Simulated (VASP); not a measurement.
Input of a VASP 6.6.1 run:

The input INCAR:

```
SYSTEM = SnSe2
PREC     = Accurate       ! precision mode
ENCUT    = 600            ! plane-wave cutoff, eV
EDIFF    = 1E-6           ! SCF threshold, eV
ISMEAR   = 0              ! smearing method
SIGMA    = 0.03           ! smearing width, eV
LREAL    = .False.        ! projectors in reciprocal space
LASPH    = .True.         ! aspherical terms in the spheres
NELM     = 80             ! most SCF steps
ALGO     = Normal         ! electronic algorithm
ISIF     = 3              ! what is computed and relaxed
LWAVE    = .False.        ! write WAVECAR
LCHARG   = .False.        ! write CHGCAR
GGA      = PE             ! functional
IVDW     = 12             ! dispersion correction
IBRION   = 2              ! ionic algorithm
NSW      = 90             ! ionic steps
EDIFFG   = -0.01          ! ionic threshold
PSTRESS  = 51.0
```

Contents of KPOINTS:

```
Automatic mesh
0
Gamma
  9 9 5
  0 0 0
```

The input POSCAR:

```
SnSe2
1.0
    3.8110000000      0.0000000000      0.0000000000
   -1.9055000000      3.3004228138      0.0000000000
    0.0000000000      0.0000000000      6.1360000000
Sn Se
1 2
Direct
    0.0000000000      0.0000000000      0.0000000000
    0.3333333333      0.6666666667      0.2490000000
    0.6666666667      0.3333333333      0.7510000000
```

Potentials or basis: VASP PAW PBE potentials, release 64 (Sn_d, Se).

Run with:

```console
$ cat potpaw_PBE.64/Sn_d/POTCAR potpaw_PBE.64/Se/POTCAR > POTCAR
$ mpirun -np 1 vasp_std > vasp.out
```

(1) Estimate the relaxed volume.

(2) What does it give for the band gap on the k mesh?

(3) Estimate the space group after relaxing (to 0.05 Å).

Results:

(1) 22.90 Å³/atom.

(2) none (metal or under the smearing width).

(3) P-3m1 (No. 164).

Caveat: the cell is relaxed towards a set pressure, so the enthalpy falls and the energy may rise.
